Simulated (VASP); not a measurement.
CsSi2:

```
CELL_PARAMETERS angstrom
6.37157 0.00000 0.00000
-3.18578 5.51794 0.00000
0.00000 0.00000 4.47866
ATOMIC_POSITIONS crystal
Cs 0.00000 0.00000 0.00000
Si 0.66667 0.33333 0.25039
Si 0.66667 0.33333 0.74961
```

The cell was built by a generator and needn't be a form met in nature.

| Property | Result |
| --- | --- |
| Program | VASP 6.6.1 |
| Task | relaxation of cell and atoms |
| Functional | rev-vdW-DF2 |
| Potentials or basis | VASP PAW PBE potentials, release 64 (Cs_sv, Si) |
| Cutoff | 600 eV |
| k mesh | 5 × 5 × 6 |
| Occupations | fermi-dirac, width 0.05 eV |
| Spin | no spin polarisation |

At the start: pressure -0.7 GPa; volume 52.49 Å³/atom.

Q: How do energy, volume and symmetry change on relaxing?

A: Over 13 steps the energy falls by 12.0 meV/atom and the volume is 49.29 Å³/atom (-6.1 %); space group P-6m2 (No. 187, to 0.05 Å).

The path:
```
step  energy change (eV)  largest force (eV/Å)  pressure (GPa)  volume (Å³)
   1              0.0000                0.2113           -0.72       157.46
   2             -0.0261                0.3676           -0.42       152.15
   3             -0.0270                0.4762           -0.30       151.29
   4             -0.0289                0.0502            0.49       146.90
   5             -0.0332                0.2710            0.10       148.78
   6             -0.0351                0.1801           -0.11       148.95
   7             -0.0358                0.0254           -0.04       148.89
   8             -0.0360                0.0044           -0.06       148.72
   9             -0.0360                0.0188           -0.07       148.52
  10             -0.0361                0.0168           -0.03       148.19
  11             -0.0361                0.0149            0.00       147.88
  12             -0.0361                0.0148            0.00       147.85
  13             -0.0361                0.0018            0.00       147.87
```

Final structure:
```
CELL_PARAMETERS angstrom
6.25942 -0.00003 0.00000
-3.12973 5.42080 0.00000
0.00000 0.00000 4.35786
ATOMIC_POSITIONS crystal
Cs 0.00000 0.00000 0.00000
Si 0.66667 0.33333 0.25029
Si 0.66667 0.33333 0.74971
```

Caveat: the PAW data sets were made with another functional, which shifts forces and pressure a little.
